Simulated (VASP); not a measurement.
VASP input:

**KPOINTS**
```
Automatic mesh
0
Gamma
4 4 4
0 0 0
```

**INCAR**
```
ALGO = Normal
EDIFF = 1E-8
ENCUT = 500
GGA = PE
ISMEAR = 0
LASPH = T
LCHARG = F
LREAL = F
LWAVE = T
NELM = 100
PREC = Normal
SIGMA = 0.01
SYSTEM = InAs
```

POSCAR:
```
InAs
1
    0.0000000000     3.0698730000     3.0698730000
    3.0698730000     0.0000000000     3.0698730000
    3.0698730000     3.0698730000     0.0000000000
In As
1 1
Direct
  0.0000000000   0.0000000000   0.0000000000
  0.2500000000   0.2500000000   0.2500000000
```

POTCAR, in this order: In_d_GW As_GW (PBE.64 set). Program: vasp_std.

**Question.** Translate this PBE calculation to Ansatz.

**Answer.** One equivalent input (not run):
Ansatz 0.2 input:
```yaml
crystal:
  lattice:
    - [0.0000000, 3.0698730, 3.0698730]
    - [3.0698730, 0.0000000, 3.0698730]
    - [3.0698730, 3.0698730, 0.0000000]
  atoms:
    - { symbol: In, position: [0.0000000, 0.0000000, 0.0000000] }
    - { symbol: As, position: [0.2500000, 0.2500000, 0.2500000] }
kpoints:
  mp_grid: { grid: [4, 4, 4] }
hamiltonian:
  xc: pbe
  pseudopotentials: { kind: paw }
scf:
  occupations: { method: gaussian, width: 0.01 }
  max_iter: 100
output: { forces: true, stress: true, eigenvalues: true }
```
Limits of the translation: each code has its own PAW files, so the cut-off isn't converted (ENCUT is set for VASP's; basis.ecutwfc is left out, and Ansatz then takes the one that its files recommend); Ansatz stops its SCF on the density residual and VASP on the energy change (EDIFF).

The compound is InAs in the zinc blende structure. This cell is one point of a volume scan, at 1.04 of the reference volume. The k-mesh is coarse (spacing up to 0.44 per Å, 2π included), so the numbers may not be converged in it.
